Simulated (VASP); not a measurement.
Input:

```xyz
5
Lattice="-2.0909 2.0909 4.8301 2.0909 -2.0909 4.8301 2.0909 2.0909 -4.8301" Properties=species:S:1:pos:R:3 pbc="T T T"
Gd     0.0000     0.0000     0.0000
Si     0.0000     0.0000     6.0962
Si     0.0000     0.0000     3.5639
Os     0.0000     2.0909     2.4150
Os     2.0909     0.0000     2.4150
```

All values below come from PBEsol GGA, VASP's PBE PAW potentials (set 64) (plane waves; VASP 6.6.1). Numerical set-up: 300 eV cut-off, 5×5×5 Γ-centred mesh, Gaussian smearing of 0.27 eV, potentials Gd Si Os.

At this cut-off the stress carries a Pulay error, which pulls relaxed volumes low. The run has a spin-polarised start.

Question: Give the force on each atom (eV/Å).

Answer: 
```csv
atom,Fx,Fy,Fz
Gd1,0.000,0.000,0.000
Si2,0.000,0.000,-0.235
Si3,0.000,0.000,0.235
Os4,0.000,0.000,0.000
Os5,0.000,0.000,0.000
```

Question: Give the stress tensor in GPa (positive for a compressed cell).

Answer: 
```
-3.30   0.00   0.00
 0.00  -3.30   0.00
 0.00   0.00  -2.36
```
The pressure is its mean diagonal, -2.99 GPa.

The structure comes from a computed database's GdOs2Si2 entry (I4/mmm); how it stands against other phases isn't given here. The cell was not relaxed at this level. The k-mesh is coarse (spacing up to 0.42 per Å, 2π included), so the numbers may not be converged in it.
